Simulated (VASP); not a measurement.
```xyz
71
Lattice="4.8683 -8.4322 0.0000 4.8683 8.4322 0.0000 0.0000 0.0000 10.5563" Properties=species:S:1:pos:R:3 pbc="T T T"
Ga     1.6227    -0.9309     2.6124
Ga     1.6324     0.9456    10.5024
Ga     1.6516    -0.9526     7.9321
Ga     1.4495     0.8940     5.2914
Ga     3.1887     1.9101     2.4998
Ga     3.2467     3.7410    10.5019
Ga     3.3020     1.8423     7.7830
Ga     3.1986     3.9196     5.2895
Ga     4.8651     4.6856     2.6134
Ga     4.8767     6.5566    10.5541
Ga     4.8972     4.6692     7.9320
Ga     4.9005     6.5409     5.2976
Ga     3.2329    -3.7378     2.6556
Ga     3.2695    -1.8616     0.0183
Ga     3.2513    -3.7477     7.9357
Ga     3.2754    -1.7942     5.3150
Ga     4.8650    -0.8478     2.7066
Ga     4.8671     0.9410    10.5169
Ga     4.9166    -0.9528     7.8728
Ga     6.4147     1.8369     2.7074
Ga     6.4953     3.7262     0.0187
Ga     6.5298     1.8439     7.8737
Ga     6.4401     3.6859     5.3157
Ga     4.8181    -6.5369     2.6074
Ga     4.8616    -4.6790    10.5527
Ga     4.8796    -6.5467     7.9302
Ga     4.8219    -4.6553     5.2976
Ga     6.4487    -3.7121     2.6064
Ga     6.4856    -1.8554     0.0072
Ga     6.4890    -3.7605     7.9300
Ga     6.5316    -1.8301     5.3048
Ga     8.1170    -0.9370     2.6354
Ga     8.0976     0.9356     0.0085
Ga     8.1490    -0.9543     7.9452
Ga     8.0982     0.8850     5.3044
N      1.6447    -0.9131     4.6084
N      1.5795     0.9486     1.9642
N      1.6366    -0.9355     9.9133
N      1.6409     0.9321     7.2301
N      3.2155     3.7832     1.9635
N      3.2667     1.8652     9.7988
N      3.2615     3.7373     7.2288
N      4.8620     4.6556     4.6075
N      4.8729     6.5581     1.9861
N      4.8779     4.6757     9.9123
N      4.9035     6.5399     7.2762
N      3.2029    -3.7203     4.6502
N      3.2743    -1.8462     2.0386
N      3.2358    -3.7392     9.9248
N      3.2739    -1.8698     7.2756
N      4.9728    -0.5916     4.8050
N      4.8122     0.9724     1.9687
N      4.8756    -0.9217     9.8644
N      5.0052     0.8601     6.8716
N      6.2459     1.6149     4.8052
N      6.4836     3.7137     2.0389
N      6.4847     1.8645     9.8652
N      6.5038     3.7252     7.2765
N      4.8038    -6.5213     4.6036
N      4.8469    -4.6703     1.9824
N      4.8636    -6.5592     9.9111
N      4.8720    -4.6842     7.2751
N      6.4295    -3.7063     4.6032
N      6.4537    -1.8254     2.0183
N      6.4913    -3.7402     9.9110
N      6.5400    -1.8979     7.2711
N      8.1626    -0.9627     4.6265
N      8.0551     0.9476     2.0195
N      8.1220    -0.9393     9.9279
N      8.1608     0.9105     7.2707
C      5.2886     0.6966     5.4568
```
Cell charge +1.

All values below come from HSE06 screened hybrid, VASP's PBE PAW potentials (set 64) (plane waves; VASP 6.6.1). Numerical set-up: PREC = Normal, LREAL = Auto, ISYM = 0, NELECT = 283.0, EDIFF = 1E-5, 400 eV cut-off, 1×1×1 Γ-centred mesh, Gaussian smearing of 0.050 eV, potentials Ga N C. Starting moments (MAGMOM): 71*0.0423. The cell's moment is fixed (NUPDOWN = 3).

The cell is charged, with a uniform compensating background. The supercell is sampled at Γ alone, which is coarse: total energies, pressure and levels can be off, energies of defects by several tenths of an eV.

**Question.** Predict the cell moment, energy per atom (σ→0).

**Answer.** 
```
Item                           Result
---------------------  --------------
cell moment                   3.00 μB
energy per atom (σ→0)  -7.319 eV/atom
```

**Question.** Give the moment on each site (PAW-sphere projection).

**Answer.** 
```
site  moment (μB)
----  -----------
Ga1          0.01
Ga2          0.01
Ga3          0.01
Ga4          0.12
Ga5          0.12
Ga6          0.01
Ga7          0.07
Ga8          0.12
Ga9          0.01
Ga10         0.01
Ga11         0.01
Ga12         0.02
Ga13         0.01
Ga14         0.01
Ga15         0.01
Ga16         0.03
Ga17         0.02
Ga18         0.01
Ga19         0.03
Ga20         0.02
Ga21         0.01
Ga22         0.03
Ga23         0.03
Ga24         0.01
Ga25         0.01
Ga26         0.01
Ga27         0.01
Ga28         0.01
Ga29         0.01
Ga30         0.01
Ga31         0.05
Ga32         0.01
Ga33         0.01
Ga34         0.01
Ga35         0.05
N36          0.01
N37          0.05
N38          0.01
N39          0.04
N40          0.05
N41          0.02
N42          0.04
N43          0.01
N44          0.01
N45          0.01
N46          0.01
N47          0.01
N48          0.01
N49          0.01
N50          0.01
N51          0.01
N52          0.03
N53          0.01
N54          0.01
N55          0.01
N56          0.01
N57          0.01
N58          0.01
N59          0.04
N60          0.01
N61          0.01
N62          0.01
N63          0.04
N64          0.01
N65          0.01
N66          0.01
N67          0.01
N68          0.01
N69          0.01
N70          0.01
C71          0.40
```

The absolute energy has meaning only against runs of the same code, potentials and settings.

The cell is a supercell with a defect, built from GaN (wurtzite): C_Ga-vac_N, charge +1. The cell's shape comes from a PBE relaxation.
